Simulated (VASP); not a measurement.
Data:

```
AgI
1.0
    2.29400    -3.97333     0.00000
    2.29400     3.97333     0.00000
    0.00000     0.00000     7.50267
Ag I
2 2
Cartesian
  2.29400  -1.32444   3.75196
  2.29400   1.32444   0.00063
  2.29400  -1.32444   6.56421
  2.29400   1.32444   2.81287
```

The numbers are results of PBE GGA with D4 dispersion, VASP's PBE PAW potentials (set 64) (plane waves; VASP), not measurements. Settings: 520 eV cut-off, 6×6×3 Γ-centred mesh, Gaussian smearing of 0.050 eV, potentials Ag I.

Unless said otherwise, spin-orbit coupling is left out, though it shifts the bands of the heavy elements here.

**Question.** Predict the energy per atom (σ→0), band gap (on the k-mesh) with the smallest direct gap where there is one.

**Answer.** 
```json
{
 "band gap (on the k-mesh)": "1.37 eV",
 "smallest direct gap (on the k-mesh)": "1.37 eV",
 "energy per atom (σ→0)": "-2.731 eV/atom"
}
```

The compound is AgI in the wurtzite structure. It was relaxed first.
